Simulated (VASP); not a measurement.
The system is CsLiCr2Te2S3.

```
Cs Li Cr Te S
1.0
     3.31929    1.91639    6.87982
    -3.31929    1.91639    6.87982
     0.00000   -3.83279    6.87982
Cs Li Cr Te S
1 1 2 2 3
Direct
  0.00000 0.00000 0.00000
  0.50000 0.50000 0.50000
  0.79848 0.79848 0.79848
  0.20152 0.20152 0.20152
  0.67990 0.67990 0.67990
  0.32010 0.32010 0.32010
  0.13626 0.86374 0.50000
  0.50000 0.13626 0.86374
  0.86374 0.50000 0.13626
```

The cell was built by a generator and needn't be a form met in nature.

| Item | Value |
| --- | --- |
| Program | VASP 6.6.1 |
| Task | relaxation of cell and atoms |
| Functional | PBE |
| Dispersion | TS |
| Potentials or basis | VASP PAW PBE potentials, release 64 (Cs_sv, Li_sv, Cr_pv, Te, S) |
| Cutoff | 600 eV |
| k mesh | 5 × 5 × 5 |
| Occupations | fermi-dirac, width 0.05 eV |
| Spin | collinear spin, ferromagnetic start |
| Starting moments | [0.0, 0.0, 3.0, 3.0, 0.0, 0.0, 0.0, 0.0, 0.0] μB |

At the start: pressure -2.3 GPa; volume 29.18 Å³/atom.

**Question.** How do energy, volume and symmetry change on relaxing?

**Answer.** Over 37 steps the energy falls by 57.1 meV/atom and the volume is 25.54 Å³/atom (-12.5 %); space group R32 (No. 155, to 0.05 Å); moment 4.00 μB per cell.

The path:
```tsv
step	energy change (eV)	largest force (eV/Å)	pressure (GPa)	volume (Å³)
1	0.0000	0.1182	-2.35	262.58
2	-0.1516	1.0152	0.30	246.64
3	-0.1520	0.9318	0.08	247.71
4	-0.2391	0.5737	0.47	242.45
5	-0.2587	0.4492	0.64	240.50
6	-0.2763	0.7808	1.01	236.62
7	-0.3348	0.6805	0.66	236.17
8	-0.3588	0.6245	0.46	235.88
9	-0.3833	0.5176	0.08	235.28
10	-0.3843	0.5047	0.03	235.20
11	-0.4039	0.3501	-0.01	235.27
12	-0.4374	0.3843	-0.15	235.48
13	-0.4396	0.4644	-0.21	235.55
14	-0.4538	0.3274	-0.24	235.22
15	-0.4605	0.2356	-0.27	234.98
16	-0.4659	0.1036	-0.32	234.49
17	-0.4743	0.0855	-0.14	233.45
18	-0.4887	0.1582	0.43	230.34
19	-0.4987	0.1382	0.18	231.07
20	-0.5015	0.1298	0.08	231.36
21	-0.5045	0.1130	-0.12	231.96
22	-0.5047	0.1099	-0.14	232.05
23	-0.5077	0.0684	-0.16	231.62
24	-0.5078	0.0755	-0.16	231.59
25	-0.5081	0.0901	-0.16	231.53
26	-0.5085	0.1186	-0.17	231.40
27	-0.5109	0.1080	-0.01	230.43
28	-0.5111	0.1068	-0.02	230.34
29	-0.5114	0.1050	-0.01	230.18
30	-0.5120	0.1016	0.05	229.85
31	-0.5128	0.0945	0.16	229.19
32	-0.5124	0.0976	0.11	229.52
33	-0.5132	0.0206	0.06	229.64
34	-0.5133	0.0278	0.02	229.66
35	-0.5133	0.0391	0.01	229.71
36	-0.5133	0.0317	0.02	229.68
37	-0.5136	0.0101	-0.04	229.84
```

Final structure:
```
Cs Li Cr Te S
1.0
     3.26905    1.88739    6.20850
    -3.26905    1.88739    6.20850
     0.00000   -3.77478    6.20850
Cs Li Cr Te S
1 1 2 2 3
Direct
  0.00000 0.00000 0.00000
  0.50000 0.50000 0.50000
  0.79076 0.79076 0.79076
  0.20924 0.20924 0.20924
  0.66107 0.66107 0.66107
  0.33893 0.33893 0.33893
  0.13452 0.86548 0.50000
  0.50000 0.13452 0.86548
  0.86548 0.50000 0.13452
```

Caveat: the cutoff is under 1.25 times the usual one of these potentials, so pressure, stress and relaxed cells hold a basis-set (Pulay) error; atom-pairwise D2, TS and ULG terms overbind metals; only a ferromagnetic start was run, and an antiferromagnetic order may lie lower in energy; pairwise dispersion overbinds metals, which lowers pressure and volume.
